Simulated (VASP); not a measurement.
Runs of VASP 6.6.1 on Al3Au. The structure is tetragonal, space group I4/mmm (No. 139). Conventional cell: a = 4.051 Å, b = 4.051 Å, c = 8.113 Å, α = 90.00°, β = 90.00°, γ = 90.00°. Au (site symmetry 4/mmm) has 12 Al at 2.86 to 2.87 Å as nearest neighbours. Al (site symmetry 4/mmm) has 4 Au at 2.86 Å and 8 Al at 2.87 Å as nearest neighbours. Around Al (site symmetry -4m2) lie 8 Al at 2.86 to 2.87 Å and 4 Au at 2.87 Å. The cell comes from a database or a generator and needn't be the stable form of this composition.

```tsv
task	level	cell	cutoff (eV)	smearing	ladder	gap on the mesh (eV)	pressure (GPa)	relaxed volume (Å³/atom)
single point	PBEsol	as given	520	fermi-dirac 0.05 eV	free	none	-2.7	-
relaxation of cell and atoms	r2SCAN+D3(BJ)	relaxed	600	methfessel-paxton 0.1 eV	-	none	0.0	15.83
single point	r2SCAN	as given	520	fermi-dirac 0.05 eV	-	none	-3.2	-
relaxation of cell and atoms	r2SCAN	relaxed	600	methfessel-paxton 0.1 eV	-	none	0.0	(a)
```

Alike in all rows: potentials or basis VASP PAW PBE potentials, release 64 (Au, Al); no spin polarisation; k mesh 9 × 9 × 9.

Task: Estimate the missing entries.

Result: (a) 16.13.

Caveats: the PAW data sets were made with another functional, which shifts forces and pressure a little; pairwise dispersion overbinds metals, which lowers pressure and volume (some runs).

A k mesh can miss the band edges, and the runs leave out spin-orbit coupling on Au.

A gap of «none» marks a metal or a gap under the smearing width.

Not every run made on this cell is shown here.
